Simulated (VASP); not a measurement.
# C₂H₄BrCl: harmonic vibrations of a molecule

C₂H₄BrCl, molecule in box, 8 atoms in the cell. RevPBE with D3(BJ), harmonic vibrations; PAW potentials C, Cl, Br, H (PBE set).

## Input

INCAR.step1:
```
  ALGO = Normal
  EDIFF = 1E-8
  EDIFFG = -0.002
  ENCUT = 400
  GGA = RE
  IBRION = 2
  ISIF = 2
  ISMEAR = 0
  ISYM = 0
  IVDW = 12
  LASPH = T
  LCHARG = F
  LREAL = F
  LWAVE = F
  NELM = 100
  NSW = 60
  POTIM = 0.5
  PREC = Accurate
  SIGMA = 0.01
```

INCAR.step2, as INCAR.step1 but for:
```
- EDIFFG = -0.002
- IBRION = 2
- ISIF = 2
- NSW = 60
- POTIM = 0.5
+ IBRION = 5
+ NFREE = 2
+ NSW = 1
+ POTIM = 0.015
```

KPOINTS:
```
k-points
0
Gamma
  1 1 1
```

POSCAR.step1:
```
H4C2BrCl
1.0
   12.0000000000      0.0000000000      0.0000000000
    0.0000000000     12.0000000000      0.0000000000
    0.0000000000      0.0000000000     12.0000000000
C Cl Br H
2 1 1 4
Direct
    0.5304666700      0.5791458300      0.4997375000
    0.5090583300      0.4560041700      0.5075125000
    0.6257000000      0.3784708300      0.4612208300
    0.3764666700      0.4155625000      0.4230208300
    0.5460583300      0.6035791700      0.4136541700
    0.4584000000      0.6250291700      0.5308875000
    0.6033166700      0.6003791700      0.5500041700
    0.4917250000      0.4285791700      0.5920125000
```

Commands (each step's output is kept before the next begins):
```
cat potpaw_PBE.64/C/POTCAR potpaw_PBE.64/Cl/POTCAR potpaw_PBE.64/Br/POTCAR potpaw_PBE.64/H/POTCAR > POTCAR
cp INCAR.step1 INCAR
cp POSCAR.step1 POSCAR
mpirun -np 4 vasp_gam > vasp.out
cp CONTCAR POSCAR
cp INCAR.step2 INCAR
mpirun -np 4 vasp_gam > vasp.out
```

## Result

- Vibrations (cm⁻¹; a negative value is imaginary): 3084, 3064, 3055, 2983, 1442, 1435, 1364, 1256, 1170, 1062, 1030, 952, 643, 542, 368, 281, 253, 211
- Zero-point energy (eV): 1.500
- Translations and rotations, which should read zero (cm⁻¹): -6, -5, -2, 2, 6, 9
- Vibrational entropy at 298 K (meV/K): 0.334
- Displaced cells: 48
- Ionic steps, all stages: 72
- Electronic steps, all stages: 1230

VASP 6.6.1 took 2156 s on 4 cores (Intel Xeon Platinum 8259CL @ 2.50GHz (Skylake/Cascade Lake)), a shared host.
